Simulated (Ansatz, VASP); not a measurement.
# ZnS (Wurtzite-2H) in two plane-wave programs, part 2 of 3

Aim: how closely do two programs agree when they are given the same cell, functional and k mesh? The cell is taken from a series of runs on this material, whose earlier steps may have relaxed, scaled, displaced or heated it; both programs get it as it stands.

VASP 6.6.1 and Ansatz 0.2.0.

So far: Starting point; Ansatz: zone-centre phonons, PBE.

## Step 3: VASP: zone-centre phonons, PBE

Level of this step: PBE; plane waves and PAW (S, Zn) (VASP).

The same cell, functional and mesh now go to VASP, with its own data sets.

Lines of VASP's logs that name or quote its potential files are left out, and so is its time.

File INCAR:

```
SYSTEM = ZnS
PREC = Accurate
ENCUT = 500
EDIFF = 1E-08
NELM = 120
ISMEAR = 0
SIGMA = 0.01
LREAL = .FALSE.
ALGO = Normal
GGA = PE
NBANDS = 24
LORBIT = 11
LWAVE = .FALSE.
LCHARG = .FALSE.
ISIF = 2
IBRION = 8
LEPSILON = .TRUE.
LASPH = .TRUE.
GGA_COMPAT = .FALSE.
EFERMI = MIDGAP
KPAR = 2
```

File POSCAR:

```
ZnS
1.0
    3.8320031465      0.0000000000      0.0000000000
   -1.9160015732      3.3186120722      0.0000000000
    0.0000000000      0.0000000000      6.2858322142
S Zn
2 2
Direct
    0.3333333334      0.6666666668      0.3797026966
    0.6666666668      0.3333333334      0.8797026966
    0.3333333334      0.6666666668      0.0052973034
    0.6666666668      0.3333333334      0.5052973034
```

File KPOINTS:

```
Automatic mesh
0
Gamma
12 12 8
0 0 0
```

Potentials, in the order of the species: S and Zn (PBE family, release 64).

Launch:

```bash
$ mpirun -np 2 vasp_std
```

What it wrote:

```text
[banner, memory and clock lines left out]
running    2 mpi-ranks, on    1 nodes
 distrk:  each k-point on    1 cores,    2 groups
 distr:  one band on    1 cores,    1 groups

 POSCAR found type information on POSCAR S Zn
 POSCAR found :  2 types and       4 ions
 LDA part: xc-table for (Slater+PW92), standard interpolation
 POSCAR, INCAR and KPOINTS ok, starting setup
 FFT: planning ... GRIDC
 FFT: planning ... GRID_SOFT
 FFT: planning ... GRID
 WAVECAR not read
 entering main loop
       N       E                     dE             d eps       ncg     rms          rms(c)
DAV:   1     0.232289806012E+03    0.23229E+03   -0.16982E+04  4560   0.176E+03
DAV:   2     0.665439654961E+01   -0.22564E+03   -0.21811E+03  4824   0.356E+02
DAV:   3    -0.141163785613E+02   -0.20771E+02   -0.20648E+02  5680   0.109E+02
DAV:   4    -0.145375629407E+02   -0.42118E+00   -0.42086E+00  5344   0.162E+01
DAV:   5    -0.145453149430E+02   -0.77520E-02   -0.77514E-02  5856   0.208E+00    0.953E+00
DAV:   6    -0.136871307847E+02    0.85818E+00   -0.18458E+00  7016   0.397E+01    0.740E+00
DAV:   7    -0.137007456770E+02   -0.13615E-01   -0.15602E+00  5224   0.711E+00    0.337E+00
DAV:   8    -0.136896643213E+02    0.11081E-01   -0.68339E-02  6072   0.321E+00    0.103E+00
DAV:   9    -0.136903436057E+02   -0.67928E-03   -0.13698E-02  6432   0.198E+00    0.249E-01
DAV:  10    -0.136904935543E+02   -0.14995E-03   -0.10144E-03  5424   0.392E-01    0.123E-01
DAV:  11    -0.136907347411E+02   -0.24119E-03   -0.45388E-04  5248   0.132E-01    0.943E-02
DAV:  12    -0.136907298828E+02    0.48583E-05   -0.14597E-05  5664   0.248E-02    0.817E-03
DAV:  13    -0.136907329147E+02   -0.30320E-05   -0.37540E-06  5248   0.119E-02    0.305E-03
DAV:  14    -0.136907330856E+02   -0.17089E-06   -0.30576E-07  5656   0.444E-03    0.107E-03
DAV:  15    -0.136907331424E+02   -0.56765E-07   -0.62101E-08  5312   0.208E-03    0.933E-04
DAV:  16    -0.136907331446E+02   -0.22460E-08   -0.33758E-09  4128   0.431E-04
   1 F= -.13690733E+02 E0= -.13690733E+02  d E =0.000000E+00
 Linear response reoptimize wavefunctions to high precision
DAV:   1    -0.136907331487E+02   -0.40259E-08   -0.60187E-10  3768   0.233E-04
DAV:   2    -0.136907331487E+02   -0.35470E-10   -0.11472E-10  2848   0.871E-05
 Linear response G [H, r] |phi>, progress :
  Direction:   1
       N       E                     dE             d eps       ncg     rms
RMM:   1    -0.831473091638E+02   -0.83147E+02    0.42967E+02  8654   0.904E+01
RMM:   2    -0.906761612942E+02   -0.75289E+01   -0.26242E+01  7539   0.332E+01
RMM:   3    -0.911928460951E+02   -0.51668E+00   -0.16877E+00  8132   0.832E+00
RMM:   4    -0.912095118035E+02   -0.16666E-01   -0.78401E-02  8286   0.169E+00
RMM:   5    -0.912102932564E+02   -0.78145E-03   -0.79800E-03  8368   0.435E-01
RMM:   6    -0.912104818699E+02   -0.18861E-03   -0.10569E-03  8488   0.125E-01
RMM:   7    -0.912105148517E+02   -0.32982E-04   -0.22106E-04  8628   0.406E-02
RMM:   8    -0.912105218842E+02   -0.70325E-05   -0.83406E-05  8753   0.142E-02
RMM:   9    -0.912105211610E+02    0.72324E-06   -0.16468E-05  8762   0.588E-03
RMM:  10    -0.912105219540E+02   -0.79308E-06   -0.18082E-04  7514   0.309E-03
RMM:  11    -0.912105203869E+02    0.15671E-05    0.32734E-05  6239   0.209E-03
RMM:  12    -0.912105216763E+02   -0.12893E-05   -0.15772E-04  5710   0.171E-03
RMM:  13    -0.912105202402E+02    0.14361E-05    0.47563E-05  5482   0.157E-03
RMM:  14    -0.912105214427E+02   -0.12025E-05   -0.14723E-04  5366   0.149E-03
RMM:  15    -0.912105204335E+02    0.10092E-05    0.41747E-05  5217   0.147E-03
RMM:  16    -0.912105212096E+02   -0.77607E-06   -0.14443E-04  5152   0.145E-03
 Linear response G [H, r] |phi>, progress :
  Direction:   2
       N       E                     dE             d eps       ncg     rms
RMM:   1    -0.972088522678E+02   -0.97209E+02    0.25864E+02  8758   0.874E+01
RMM:   2    -0.101462362542E+03   -0.42535E+01   -0.20712E+01  7478   0.318E+01
RMM:   3    -0.101944901284E+03   -0.48254E+00   -0.12523E+00  8136   0.750E+00
RMM:   4    -0.101965327107E+03   -0.20426E-01   -0.55982E-02  8199   0.155E+00
RMM:   5    -0.101966295221E+03   -0.96811E-03   -0.77164E-03  8343   0.419E-01
RMM:   6    -0.101966381781E+03   -0.86560E-04   -0.11361E-03  8448   0.125E-01
RMM:   7    -0.101966392084E+03   -0.10303E-04   -0.40639E-04  8584   0.416E-02
RMM:   8    -0.101966383634E+03    0.84503E-05   -0.13337E-04  8685   0.157E-02
RMM:   9    -0.101966376896E+03    0.67378E-05   -0.29524E-04  8716   0.676E-03
RMM:  10    -0.101966376247E+03    0.64845E-06   -0.29110E-04  7450   0.372E-03
RMM:  11    -0.101966374977E+03    0.12704E-05   -0.32597E-04  6285   0.250E-03
RMM:  12    -0.101966375112E+03   -0.13455E-06   -0.27812E-04  5690   0.206E-03
RMM:  13    -0.101966374810E+03    0.30170E-06   -0.37978E-04  5382   0.188E-03
RMM:  14    -0.101966374840E+03   -0.29768E-07   -0.24401E-04  5224   0.183E-03
[...]
RMM:  11    -0.114907888735E+01   -0.16491E-04   -0.10735E-06 28349   0.964E-04    0.129E-04
RMM:  12    -0.114907761728E+01    0.12701E-05    0.25882E-07 26082   0.372E-04    0.615E-05
RMM:  13    -0.114907857521E+01   -0.95793E-06    0.71022E-08 20824   0.151E-04    0.181E-05
RMM:  14    -0.114907768578E+01    0.88943E-06   -0.62634E-08 14480   0.761E-05    0.641E-06
[...]
change of polarisation eV/A/(eV/A) component  3 :    -0.219    -0.209     2.171
 dielectric tensor                  component  3 :    -0.496    -0.472     5.915
 Linear response DOF=           4
 Linear response progress:
  Degree of freedom:   1/  4
       N       E                     dE             d eps       ncg     rms          rms(c)
RMM:   1    -0.108351629224E+00   -0.10835E+00    0.46852E-02 70418   0.191E+00
RMM:   2    -0.105345539309E+00    0.30061E-02   -0.62796E-03 43217   0.609E-01    0.160E-01
RMM:   3    -0.105808321443E+00   -0.46278E-03   -0.45255E-04 48584   0.141E-01    0.770E-02
RMM:   4    -0.106244275004E+00   -0.43595E-03   -0.77422E-05 48008   0.479E-02    0.197E-02
RMM:   5    -0.106333304138E+00   -0.89029E-04   -0.73864E-06 50230   0.144E-02    0.969E-03
RMM:   6    -0.106311557757E+00    0.21746E-04   -0.12795E-06 49937   0.468E-03    0.392E-03
RMM:   7    -0.106323158496E+00   -0.11601E-04   -0.92486E-08 47336   0.192E-03    0.578E-04
RMM:   8    -0.106320577438E+00    0.25811E-05   -0.81827E-08 49879   0.613E-04    0.101E-04
RMM:   9    -0.106319397661E+00    0.11798E-05   -0.89050E-09 48934   0.245E-04    0.708E-05
RMM:  10    -0.106319777588E+00   -0.37993E-06   -0.47116E-09 50048   0.863E-05    0.163E-05
RMM:  11    -0.106320047971E+00   -0.27038E-06   -0.45195E-09 48890   0.447E-05    0.765E-06
RMM:  12    -0.106319996926E+00    0.51045E-07    0.34383E-09 50997   0.211E-05    0.157E-06
RMM:  13    -0.106320001924E+00   -0.49980E-08   -0.54685E-09 43870   0.119E-05    0.166E-06
 first order change of Fermi-energy  -0.78735E-01
 force on displaced ion       1 direction 1 :  -6.259   0.000   0.000
 Born effective charge ion    1 direction 1 :  -1.965  -0.000  -0.000
 Linear response progress:
  Degree of freedom:   2/  4
       N       E                     dE             d eps       ncg     rms          rms(c)
RMM:   1    -0.127251241848E+00   -0.12725E+00    0.56804E-02 16281   0.193E+00
RMM:   2    -0.123314148086E+00    0.39371E-02   -0.66057E-03  9579   0.682E-01    0.181E-01
RMM:   3    -0.123606346120E+00   -0.29220E-03   -0.73252E-04 10997   0.169E-01    0.870E-02
RMM:   4    -0.123871943867E+00   -0.26560E-03   -0.83834E-05 10109   0.582E-02    0.298E-02
RMM:   5    -0.123926600204E+00   -0.54656E-04   -0.97822E-06 11063   0.211E-02    0.898E-03
RMM:   6    -0.123916166891E+00    0.10433E-04    0.86528E-07 11330   0.470E-03    0.497E-03
RMM:   7    -0.123920012069E+00   -0.38452E-05    0.34985E-08 11279   0.163E-03    0.123E-03
RMM:   8    -0.123920913909E+00   -0.90184E-06    0.14283E-07 10221   0.944E-04    0.225E-04
RMM:   9    -0.123921145753E+00   -0.23184E-06    0.96717E-09 11243   0.289E-04    0.850E-05
RMM:  10    -0.123921248114E+00   -0.10236E-06    0.40798E-08 11559   0.911E-05    0.410E-05
RMM:  11    -0.123921214710E+00    0.33404E-07    0.63291E-08 11310   0.384E-05    0.137E-05
RMM:  12    -0.123921201490E+00    0.13220E-07    0.82394E-08 10806   0.292E-05    0.461E-06
RMM:  13    -0.123921224172E+00   -0.22682E-07    0.61165E-08 11191   0.140E-05    0.148E-06
RMM:  14    -0.123921234970E+00   -0.10798E-07    0.74190E-08  9644   0.107E-05    0.539E-07
RMM:  15    -0.123921234355E+00    0.61464E-09    0.68457E-08  6900   0.879E-06    0.188E-07
 first order change of Fermi-energy  -0.67177E-01
 force on displaced ion       1 direction 3 :  -0.000   0.000  -8.890
 Born effective charge ion    1 direction 3 :   0.000  -0.000  -2.067
 Linear response progress:
  Degree of freedom:   3/  4
       N       E                     dE             d eps       ncg     rms          rms(c)
RMM:   1    -0.212219338508E+00   -0.21222E+00   -0.12387E-02 41654   0.181E+00
RMM:   2    -0.209925828444E+00    0.22935E-02   -0.36559E-03 43671   0.398E-01    0.118E-01
RMM:   3    -0.209669654343E+00    0.25617E-03   -0.96874E-05 50133   0.641E-02    0.698E-02
RMM:   4    -0.209300146859E+00    0.36951E-03   -0.15028E-05 49738   0.265E-02    0.375E-03
RMM:   5    -0.209283250358E+00    0.16897E-04   -0.16174E-06 51150   0.419E-03    0.179E-03
RMM:   6    -0.209277279623E+00    0.59707E-05   -0.52203E-07 50467   0.256E-03    0.425E-04
RMM:   7    -0.209277616058E+00   -0.33643E-06   -0.27217E-07 51855   0.562E-04    0.204E-04
RMM:   8    -0.209276909626E+00    0.70643E-06   -0.20887E-07 50495   0.440E-04    0.384E-05
RMM:   9    -0.209276754645E+00    0.15498E-06   -0.79810E-08 51985   0.871E-05    0.260E-05
RMM:  10    -0.209276732883E+00    0.21762E-07   -0.23843E-08 49917   0.541E-05    0.524E-06
RMM:  11    -0.209276748241E+00   -0.15357E-07   -0.14595E-08 51995   0.189E-05    0.271E-06
RMM:  12    -0.209276767394E+00   -0.19154E-07   -0.21822E-09 47038   0.121E-05    0.772E-07
RMM:  13    -0.209276769658E+00   -0.22633E-08   -0.50863E-09 37510   0.799E-06    0.292E-07
 first order change of Fermi-energy  -0.14635E+00
 force on displaced ion       3 direction 1 :  -5.439  -0.000  -0.000
 Born effective charge ion    3 direction 1 :   1.965  -0.000   0.000
 Linear response progress:
  Degree of freedom:   4/  4
       N       E                     dE             d eps       ncg     rms          rms(c)
RMM:   1    -0.218149771159E+00   -0.21815E+00   -0.93508E-03  9430   0.183E+00
RMM:   2    -0.215576579860E+00    0.25732E-02   -0.36820E-03  9980   0.415E-01    0.140E-01
RMM:   3    -0.215199035666E+00    0.37754E-03   -0.17772E-04 11204   0.789E-02    0.751E-02
RMM:   4    -0.214798569147E+00    0.40047E-03   -0.53470E-05 11145   0.423E-02    0.197E-02
RMM:   5    -0.214688875940E+00    0.10969E-03   -0.41251E-06 11409   0.192E-02    0.729E-03
RMM:   6    -0.214692121356E+00   -0.32454E-05    0.17791E-06 10848   0.548E-03    0.448E-03
RMM:   7    -0.214698775931E+00   -0.66546E-05   -0.16062E-07 10891   0.303E-03    0.461E-04
RMM:   8    -0.214699672168E+00   -0.89624E-06   -0.63507E-08 11088   0.803E-04    0.178E-04
RMM:   9    -0.214699734573E+00   -0.62405E-07   -0.18337E-07 11556   0.284E-04    0.517E-05
RMM:  10    -0.214699784333E+00   -0.49760E-07   -0.42224E-09 11566   0.139E-04    0.347E-05
RMM:  11    -0.214699839441E+00   -0.55107E-07   -0.31077E-08 11699   0.470E-05    0.107E-05
RMM:  12    -0.214699912129E+00   -0.72688E-07   -0.53635E-09 11200   0.290E-05    0.307E-06
RMM:  13    -0.214699921522E+00   -0.93933E-08   -0.24036E-08 10896   0.140E-05    0.914E-07
 first order change of Fermi-energy   0.67042E-01
 force on displaced ion       3 direction 3 :  -0.000   0.000  -7.318
 Born effective charge ion    3 direction 3 :   0.000   0.000   2.067
 Born effective charges drift removed
 Linear response finished
```

(Part 2 of 3 ends here.)

[Lines on the potential files, build, host, timing and source positions are cut from VASP's logs without a mark.]

[Logs are printed without paths, hosts, clocks, repeated set-up lines and the standing remarks that a program may print on its own settings, such as how far it seeks lower states.]

[Hosts, paths, dates, database ids (printed as entryN), source tags and the programs' standing remarks are cut or masked in the printed files.]
